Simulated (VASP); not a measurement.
All values below come from PBEsol GGA, VASP's PBE PAW potentials (set 64) (plane waves; VASP).

The input files of a VASP run:

### KPOINTS
```
Automatic mesh
0
Gamma
  10 10 10
0 0 0
```

INCAR:
```
NEDOS = 1001
LWAVE = .FALSE.
ISMEAR = 0   ! Gaussian
NELM = 100   ! most electronic steps
LMAXMIX = 4   ! l cut-off of mixed one-centre charges
LASPH = .TRUE.   ! aspherical one-centre terms
LCHARG = .FALSE.
ENCUT = 520   ! plane-wave cut-off (eV)
LOPTICS = .TRUE.
PREC = Accurate
NBANDS = 72
EDIFF = 1E-7   ! SCF stop (eV)
SYSTEM = Sr3SbN
SIGMA = 0.01   ! width (eV)
LREAL = .FALSE.   ! projection in real space or not
GGA = PS
CSHIFT = 0.1
ALGO = Normal   ! blocked Davidson
```

POSCAR:
```
Sr3SbN
1
    5.1442912468    -0.0000000000    -0.0000000000
    0.0000000000     5.1442912468    -0.0000000000
    0.0000000000     0.0000000000     5.1442912468
Sr Sb N
3 1 1
Direct
  0.0000000000   0.5000000000   0.5000000000
  0.5000000000   0.0000000000   0.5000000000
  0.5000000000   0.5000000000   0.0000000000
  0.0000000000   0.0000000000   0.0000000000
  0.5000000000   0.5000000000   0.5000000000
```

POTCAR, in this order: Sr_sv Sb N (PBE.64 set). Program: vasp_std.

Q: What will the output report for the number of irreducible k-points (NKPTS), largest plane-wave count, number of space-group operations, FFT grid (NGX, NGY, NGZ)?

A: 
The number of irreducible k-points (NKPTS) is 56 and the largest plane-wave count is 3743. The number of space-group operations is 48 and the FFT grid (NGX, NGY, NGZ) comes out as 40 × 40 × 40.

The structure comes from a computed database's Sr3SbN entry (Pm-3m); how it stands against other phases isn't given here. It was relaxed first.
